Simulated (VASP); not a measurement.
Data:

```
HgTe
1.0
    3.79819     0.00000     0.00000
    0.00000     3.79819     0.00000
    0.00000     0.00000     3.79819
Hg Te
1 1
Direct
  0.00000   0.00000   0.00000
  0.50000   0.50000   0.50000
```

Calculation: r2SCAN meta-GGA, VASP's PBE PAW potentials (set 64) (plane waves; VASP 6.6.1). Run with 400 eV cut-off, 11×11×11 Γ-centred mesh, tetrahedra with Blöchl corrections, potentials Hg Te.

Question: Give the energies of bands 2 to 12 at the high-symmetry points, in eV from the Fermi level.

Answer: 
| band | Γ | X | M | R |
|---|---|---|---|---|
| 2 | -6.80 | -7.21 | -6.66 | -7.16 |
| 3 | -6.80 | -6.75 | -6.50 | -7.16 |
| 4 | -6.35 | -6.65 | -6.50 | -7.16 |
| 5 | -6.35 | -6.65 | -6.13 | -6.12 |
| 6 | -6.35 | -6.33 | -6.03 | -6.12 |
| 7 | -1.92 | -5.52 | -4.08 | -1.54 |
| 8 | -0.89 | 0.68 | -4.08 | -1.54 |
| 9 | -0.89 | 0.68 | -2.73 | -1.54 |
| 10 | -0.89 | 2.68 | 0.66 | -0.98 |
| 11 | 6.20 | 3.66 | 7.32 | 1.65 |
| 12 | 6.20 | 6.08 | 7.32 | 1.65 |

It has no gap at this level: it comes out as a metal or semimetal.

The structure was generated: HgTe was put into the CsCl type (Pm-3m), which need not be its known phase. It was relaxed first, which changed the volume by +15 %.
